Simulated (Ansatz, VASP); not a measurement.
## One calculation of Ca2BF, two programs

Contents of INCAR:

```
SYSTEM = Ca2BF
ALGO = Normal ; EDIFF = 1E-7
ENCUT = 520 ; GGA = PE
ISIF = 2 ; ISMEAR = 0
LASPH = .TRUE. ; LCHARG = .FALSE.
LREAL = .FALSE. ; LWAVE = .FALSE.
NBANDS = 23 ; NELM = 60
PREC = Accurate ; SIGMA = 0.1
```

Contents of KPOINTS:

```
k-points
0
G
  6 6 4
  0 0 0
```

POSCAR

```
Ca2BF
1.0
    3.5516889600      0.0000000000      0.0000000000
   -1.7758444800      3.0758528700      0.0000000000
    0.0000000000      0.0000000000      5.8087244000
Ca B F
2 1 1
Direct
    0.3333333300      0.6666666700      0.6976160900
    0.6666666700      0.3333333300      0.3023839100
    0.0000000000      0.0000000000      0.0000000000
    0.0000000000      0.0000000000      0.5000000000
```

Input for Ansatz:

```yaml
crystal:
  lattice:
    - [3.55168896, 0.0, 0.0]
    - [-1.77584448, 3.07585287, 0.0]
    - [0.0, 0.0, 5.8087244]
  atoms:
    - { symbol: Ca, position: [0.33333333, 0.66666667, 0.69761609] }
    - { symbol: Ca, position: [0.66666667, 0.33333333, 0.30238391] }
    - { symbol: B, position: [0.0, 0.0, 0.0] }
    - { symbol: F, position: [0.0, 0.0, 0.5] }
basis:
  ecutwfc: 420
kpoints:
  mp_grid: { grid: [6, 6, 4] }
hamiltonian:
  xc: pbe
scf:
  occupations: { method: gaussian, width: 0.1 }
  lower_state_search: "off"
output:
  forces: true
  stress: true
  eigenvalues: true
```

Alike in both runs: task single point; functional PBE; k mesh 6 × 6 × 4; occupations gaussian, width 0.1 eV; no spin polarisation.

```csv
,VASP,Ansatz
version,VASP 6.6.1,Ansatz 0.2.0
potentials or method,"VASP PAW PBE potentials, release 64 (Ca_sv, B, F)","scalar-relativistic, plane waves, PAW"
plane-wave cutoff (eV),520,420
valence electrons in the cell,30,30
```

VASP gave:

* gap on the k mesh at the Fermi level (eV): none
* pressure (GPa): 11.1
* largest component of the traceless stress (GPa): 6.49
* rms of the force components (eV/Å): 1.237

Estimate Ansatz's values.

gap on the k mesh at the Fermi level (eV): none; pressure (GPa): 10.8; largest component of the traceless stress (GPa): 6.57; rms of the force components (eV/Å): 1.224.

Atom by atom the forces differ by 0.013 eV/Å (rms over components). A gap of «none» marks a metal or a gap that the smearing closes. The functional is the same, so the differences come from potentials, cutoffs and numerics.

Caveats: forces of over 1 eV/Å show positions far from the minimum, so gaps and moduli don't describe the material at rest.
